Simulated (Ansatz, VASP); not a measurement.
**Cross-check of H between VASP and Ansatz**

Aim: how closely do two programs agree when they are given the same cell, functional and k mesh? The cell is taken from a series of runs on this material, whose earlier steps may have relaxed, scaled, displaced or heated it; both programs get it as it stands.

Calculated with Ansatz 0.2.0; plane waves, with VASP 6.6.1 beside it; zone-centre phonons at LDA.

## 1. Set-up

Symmetry: I4/mmm, No. 139, tetragonal system. Conventional cell: a = 2.815 Å, b = 2.815 Å, c = 3.861 Å, α = 90.00°, β = 90.00°, γ = 90.00°. H has 1 H at 0.77 Å nearest.

## 2. Ansatz: zone-centre phonons, LDA

Ansatz runs on norm-conserving files, of PseudoDojo where its log says so.

Second derivatives magnify differences that forces hide, and they need a tight electronic threshold.

Contents of input.yaml:

```yaml
crystal:
  lattice:
    - [-1.4077289816, 1.4077289816, 1.9306998989]
    - [1.4077289816, -1.4077289816, 1.9306998989]
    - [1.4077289816, 1.4077289816, -1.9306998989]
  atoms:
    - { symbol: H, position: [0.9002742729, 0.9002742729, 0.0] }
    - { symbol: H, position: [0.0997257271, 0.0997257271, 0.0] }
kpoints:
  mp_grid: { grid: [12, 12, 12] }
hamiltonian:
  xc: lda
  pseudopotentials: { kind: nc, accuracy: standard }
scf:
  occupations: { method: fixed }
output:
  eigenvalues: true
basis:
  ecutwfc: 843.553
phonons:
  method: dfpt
  dielectric: true
  rigid_motions: translations
  qmesh: [4, 4, 4]
  temperatures: { t_max: 1000, t_step: 50 }
  qpath:
    path:
      - [[0.0, 0.0, 0.0], [0.0, 0.0, 0.5], [0.25, 0.25, 0.25], [0.0, 0.5, 0.0], [0.0, 0.0, 0.0], [0.5, 0.5, -0.5], [0.38290722, 0.61709278, -0.38290722]]
      - [[-0.38290722, 0.38290722, 0.38290722], [0.0, 0.0, 0.0]]
      - [[0.0, 0.0, 0.5], [-0.26581443, 0.26581443, 0.5]]
      - [[0.5, 0.5, -0.26581443], [0.5, 0.5, -0.5]]
    npoints: 10
```

Run with:

```sh
$ ansatz run input.yaml --threads 2 --pin off --max-ram 4096MiB --backend cpu --events-out ev --progress --plain --runs-dir out
```

Output:

```text
Warning: basis.ecutwfc = 843.553 eV is below the records' recommended 1006.821291 eV, and the density's cutoff is lower with it unless basis.ecutrho_ratio is high enough to keep the records' density cutoff: compare with a run at a higher cutoff
Engine: ansatz 0.2.0, aarch64-unknown-linux-gnu
Pseudopotentials: kind: nc
Pseudopotential: H, nc, valence charge 1, recommended cutoff 1006.821291 eV (normal), H.nc.azcp (PseudoDojo's, or run here from an input of PseudoDojo's; its table is named by hamiltonian.pseudopotentials.accuracy)
Functional definition: SPW92
  exchange = slater_x
  correlation = pw_c
Crystal: 2 atoms, lattice volume = 15.304 Å³
Basis set: ecut = 843.553 eV, 869 PW (Γ), exchange–correlation on 54×54×54 points (8 copies of the dense FFT grid, shifted against one another)
Bands: 5, of which v1, the nominal top of the filled ones, is band 1 counted from 1 (0 counted from 0)
Symmetry: 16 space group operations
k-points: 476 of 1728 (irreducible under 2 space group operations, time reversal used)
Non-local potential: H, projectors of the file, l = 0: 2, l = 1: 1
Initial density: superposition of atomic densities (chi_scale 0.1, normalization cell)
Initial wavefunctions: pseudopotential atomic-orbital guess
Functional: x = slater, c = lda
SCF iter   1: F=—  HF=-31.557259 eV  |F-HF|=—  |Δ(HF+E_count)|=         —  Δρ=1.06e-1  dr2=1.25e0  ethr=3.10e-3  ⟨swp⟩=3.9  Hψ=19108  notcnv=0  defer=743
preconditioner: auto → none  [insulator: Δε(μ)=8.658 eV  Ē_g=19.723 eV  n_scr=0 (ndim 8)  ℏωp=13.4 eV  f_vac=0.000  ε∞_Penn≈1.5]
SCF iter   2: F=—  HF=-31.134384 eV  |F-HF|=—  |Δ(HF+E_count)|=   4.23e-1  Δρ=3.93e-2  dr2=1.75e-1  ethr=3.10e-3  ⟨swp⟩=3.1  Hψ=7687  notcnv=0  defer=940
SCF iter   3: F=—  HF=-31.064394 eV  |F-HF|=—  |Δ(HF+E_count)|=   7.00e-2  Δρ=1.20e-3  dr2=8.72e-5  ethr=3.10e-3  ⟨swp⟩=2.8  Hψ=3980  notcnv=0  defer=943
SCF iter   4: F=—  HF=-31.064387 eV  |F-HF|=—  |Δ(HF+E_count)|=   7.08e-6  Δρ=1.47e-4  dr2=2.85e-6  ethr=4.36e-6  ⟨swp⟩=2.6  Hψ=3623  notcnv=0  defer=949
SCF iter   5: F=—  HF=-31.064388 eV  |F-HF|=—  |Δ(HF+E_count)|=   5.93e-7  Δρ=1.06e-5  dr2=1.06e-8  ethr=1.43e-7  ⟨swp⟩=1.7  Hψ=2694  notcnv=0  defer=301
SCF iter   6: F=—  HF=-31.064388 eV  |F-HF|=—  |Δ(HF+E_count)|=   4.64e-8  Δρ=1.26e-6  dr2=9.59e-11  ethr=5.00e-12  ⟨swp⟩=5.9  Hψ=15157  notcnv=0
SCF iter   7: F=-31.064388 eV  HF=-31.064388 eV  |F-HF|=1.37e-12  |Δ(HF+E_count)|=  1.05e-11  Δρ=1.76e-7  dr2=3.22e-12  ethr=4.80e-12  ⟨swp⟩=3.6  Hψ=7267  notcnv=0
SCF 1 converged in 7 iterations: F = -31.064388 eV  dr2 = 3.22e-12
NSCF: frozen V_eff on 2 k-points
DFPT response loops at Γ: preconditioner auto → none (the input reference at scf.mixing.eps_inf says where Resta's filter doesn't serve); β = 0.50; Broyden in place of MSR1
NSCF: frozen V_eff on 163 k-points
NSCF: frozen V_eff on 1872 k-points
DFPT response loops at q = (0, 0, 0.25) (fractional): mixed as the last ones told, above
NSCF: frozen V_eff on 952 k-points
DFPT response loops at q = (0, 0, -0.5) (fractional): mixed as the last ones told, above
NSCF: frozen V_eff on 1872 k-points
DFPT response loops at q = (0, 0.25, 0) (fractional): mixed as the last ones told, above
NSCF: frozen V_eff on 3456 k-points
DFPT response loops at q = (0, 0.25, 0.25) (fractional): mixed as the last ones told, above
NSCF: frozen V_eff on 952 k-points
DFPT response loops at q = (0, -0.5, 0) (fractional): mixed as the last ones told, above
NSCF: frozen V_eff on 3456 k-points
DFPT response loops at q = (0, -0.5, 0.25) (fractional): mixed as the last ones told, above
NSCF: frozen V_eff on 900 k-points
DFPT response loops at q = (0.25, 0.25, 0.25) (fractional): mixed as the last ones told, above
NSCF: frozen V_eff on 1020 k-points
DFPT response loops at q = (0.25, 0.25, -0.25) (fractional): mixed as the last ones told, above
NSCF: frozen V_eff on 1872 k-points
DFPT response loops at q = (0.25, -0.5, -0.5) (fractional): mixed as the last ones told, above
NSCF: frozen V_eff on 1020 k-points
DFPT response loops at q = (0.25, -0.25, 0.25) (fractional): mixed as the last ones told, above
NSCF: frozen V_eff on 1872 k-points
DFPT response loops at q = (0.25, -0.25, -0.5) (fractional): mixed as the last ones told, above
NSCF: frozen V_eff on 560 k-points
DFPT response loops at q = (-0.5, -0.5, -0.5) (fractional): mixed as the last ones told, above
SCF converged after 7 iterations
Free energy (F): -31.064388 eV
Harris-Foulkes:  -31.064388 eV  (|F-HF|=1.37e-12)
Internal energy: -31.064388 eV  (E = F + TS)
E sigma→0 (E₀):  -31.064388 eV
Fermi energy:    -6.130811 eV
--- Per-component energies (eV) ---
  E_band       = -15.717739
  E_kinetic    = 28.971069
  E_local      = -30.628931  (includes V_loc(G=0)·N_el)
  E_nonlocal   = -4.984591
  E_hartree    = 7.133667
  E_xc         = -17.874032
  E_vxc        = -23.342613  (∫ρ·V_xc dr)
  E_ewald      = -13.681569
  E_smearing   = -0.000000  (= −TS)
  E_closure    = -0.000000  (closes the sum)
  Σ components = -31.064388   (vs F -31.064388, Δ=0.00e0)
--- Band table (eV; the first three rows and the last of 476) ---
  k-point 0: bands = ["-10.9589", "10.4606", "12.9906", "21.3201", "21.3201"]
  k-point 1: bands = ["-10.7647", "9.8810", "12.4129", "19.7618", "20.8348"]
  k-point 2: bands = ["-10.1984", "8.5626", "11.1727", "17.6537", "18.5408"]
  k-point 475: bands = ["-6.1308", "1.5745", "9.5164", "12.2701", "12.2701"]
--- Phonons (Γ-DFPT): 2 representative perturbations + reference, on 476 of 1728 k-points (Σ response iterations 7) ---
  k mesh reduced under 2 symmetry operations, with k and −k counted as one. Each operation leaves every solved perturbation unchanged. A smaller set is not considered because the run solves the response to a homogeneous field
  ASR residual: 3.144e-5 → 0.000e0 eV/Å²; symmetrization residual: 7.554e-8 eV/Å²
  ASR residual per site (eV/Å²): 3.14e-5 3.14e-5
  Γ frequencies (cm⁻¹): 0.00 0.00 0.00 215.61 215.61 4074.89
  ε∞ (high-frequency dielectric tensor):
        1.874305    -0.000000     0.000000
        0.000000     1.874305     0.000000
       -0.000000    -0.000000     2.283165
  ε⁰ (static dielectric tensor: ions relaxed, cell fixed):
        1.874305    -0.000000     0.000000
        0.000000     1.874305     0.000000
       -0.000000    -0.000000     2.283165
  ε⁰ − ε∞ (ionic part):
        0.000000     0.000000     0.000000
        0.000000     0.000000     0.000000
        0.000000     0.000000     0.000000
  softest optical mode at Γ: 215.61 cm⁻¹; the repairs (sum rule, projections) moved no ω² at Γ by more than (2.93 cm⁻¹)²
  Born effective charges Z* (e; rows j = field, columns β = displacement):
    site 0:
         0.00000    0.00000    0.00000
         0.00000    0.00000    0.00000
         0.00000    0.00000    0.00000
    site 1:
         0.00000    0.00000    0.00000
         0.00000    0.00000   -0.00000
         0.00000    0.00000    0.00000
  Z* charge neutrality: 2.686e-6 e pre-enforcement
  k-mesh period / interband length: 33.3 Å / 0.93 Å = 35.74 at k = (0.0000, -0.5000, 0.0000), direct gap 8.733 eV — 14 or more, which is no proof of convergence
  optical modes at Γ without the LO–TO term, one row a degenerate level:
      ω (cm⁻¹)  modes    IR ((D/Å)²/amu)
        215.61      2             0.0000
       4074.89      1             0.0000
  optical modes at Γ + LO–TO along q̂ = [1.0000, 0.0000, 0.0000]:
      ω (cm⁻¹)  modes    IR ((D/Å)²/amu)
        215.61      2             0.0000
       4074.89      1             0.0000
  optical modes at Γ + LO–TO along q̂ = [0.0000, 1.0000, 0.0000]:
      ω (cm⁻¹)  modes    IR ((D/Å)²/amu)
        215.61      2             0.0000
       4074.89      1             0.0000
  optical modes at Γ + LO–TO along q̂ = [0.0000, 0.0000, 1.0000]:
      ω (cm⁻¹)  modes    IR ((D/Å)²/amu)
        215.61      2             0.0000
       4074.89      1             0.0000
--- Phonons (arbitrary-q DFPT): 13 irreducible q on the 4×4×4 mesh ---
  q = [0.0000, 0.0000, 0.0000] (star 1, of the zone-centre solve; hermiticity 2.74e-9, symmetrization 1.37e-9): -0.00 -0.00 0.00 215.61 215.61 4074.89
  q = [0.0000, 0.0000, 0.2500] (star 4, 2 solved perturbations in 1446 linear systems a pass and spin channel, the states on 936 of 1728 k-point pairs; hermiticity 2.12e-9, symmetrization 6.87e-16): 26.67 189.01 201.13 237.19 271.99 4087.45
  q = [0.0000, 0.0000, -0.5000] (star 2, 2 solved perturbations in 756 linear systems a pass and spin channel, the states on 476 of 1728 k-point pairs; hermiticity 1.82e-15, symmetrization 6.81e-16): -206.04 259.39 269.56 320.37 329.24 4100.02
  q = [0.0000, 0.2500, 0.0000] (star 8, 3 solved perturbations on 936 of 1728 k-point pairs; hermiticity 4.94e-9, symmetrization 6.87e-16): 136.99 137.35 162.00 241.74 258.35 4087.87
  q = [0.0000, 0.2500, 0.2500] (star 16, 3 solved perturbations on 1728 of 1728 k-point pairs: no pair is spared here; hermiticity 3.79e-9, symmetrization 6.81e-16): -88.74 225.95 246.11 266.89 315.77 4099.93
  q = [0.0000, -0.5000, 0.0000] (star 4, 3 solved perturbations on 476 of 1728 k-point pairs; hermiticity 3.72e-9, symmetrization 1.18e-15): 78.22 190.98 194.41 281.64 333.57 4099.76
  q = [0.0000, -0.5000, 0.2500] (star 8, 2 solved perturbations in 2664 linear systems a pass and spin channel, the states on 1728 of 1728 k-point pairs; hermiticity 4.06e-9, symmetrization 6.81e-16): 139.56 186.51 210.83 245.34 300.41 4100.68
  q = [0.2500, 0.2500, 0.2500] (star 2, 2 solved perturbations in 712 linear systems a pass and spin channel, the states on 450 of 1728 k-point pairs; hermiticity 5.45e-9, symmetrization 7.28e-16): 179.47 179.47 257.39 291.41 291.41 4099.04
  q = [0.2500, 0.2500, -0.2500] (star 2, 2 solved perturbations in 804 linear systems a pass and spin channel, the states on 510 of 1728 k-point pairs; hermiticity 7.68e-9, symmetrization 1.56e-15): 85.81 85.81 195.42 195.42 251.85 4105.25
  q = [0.2500, -0.5000, -0.5000] (star 8, 3 solved perturbations on 936 of 1728 k-point pairs; hermiticity 5.05e-9, symmetrization 6.75e-16): -123.46 84.57 232.50 253.61 324.25 4116.78
  q = [0.2500, -0.2500, 0.2500] (star 4, 3 solved perturbations on 510 of 1728 k-point pairs; hermiticity 3.09e-9, symmetrization 6.81e-16): 59.18 165.93 185.21 262.38 296.44 4101.23
  q = [0.2500, -0.2500, -0.5000] (star 4, 2 solved perturbations in 1446 linear systems a pass and spin channel, the states on 936 of 1728 k-point pairs; hermiticity 1.80e-9, symmetrization 6.75e-16): -198.58 176.78 256.25 298.07 307.37 4115.63
  q = [-0.5000, -0.5000, -0.5000] (star 1, 2 solved perturbations in 443 linear systems a pass and spin channel, the states on 280 of 1728 k-point pairs; hermiticity 2.63e-15, symmetrization 1.27e-15): -191.14 -191.14 269.45 269.45 341.41 4133.13
  sum rule: each row above includes the acoustic sum rule's correction from the zone centre's row sums; it moved no ω² by more than (2.91 cm⁻¹)²
  mesh force constants: q→R imaginary residual 0.00e0; ASR residual 3.144e-5 → 0.000e0 eV/Å²; symmetrization residual 7.105e-15 eV/Å²
  interpolated dispersion: 94 rows × 6 modes
  density of states and harmonic sums: on the 28×28×32 q-mesh, interpolated from the force constants of a 4×4×4 supercell (no non-analytic term)
  largest difference from the sums on the solved wave vectors: F 4.77e-3 eV, S 4.98e-6 and C_V 2.70e-6 eV/K
  zero-point energy: 0.316587 eV/cell   skipped modes (ω ≤ 0): 3365, of them read as no rigid motion or as one in doubt: 3362 (5.390e-1 modes/cell left out, lowest -206.04 cm⁻¹)   left out of the sums: 8.99e-2 of the cell's modes: C_V's classical limit lies that fraction below 3 k_B per atom; for a crystal, a wire or a layer, F and S can be off by more, and a phonons.interpolated_qmesh denser along its periods is the remedy for the sampling
```

Reading the cycles: dr2 is the Hartree energy of the density residual (eV), the measure of convergence; HF is the Harris–Foulkes estimate of the energy, which meets the free energy F at convergence.

[end of part 1 of 2]

[Lines on the potential files, build, host, timing and source positions are cut from VASP's logs without a mark.]

[Logs are printed without paths, hosts, clocks, repeated set-up lines and the standing remarks that a program may print on its own settings, such as how far it seeks lower states.]

[Hosts, paths, dates, database ids (printed as entryN), source tags and the programs' standing remarks are cut or masked in the printed files.]
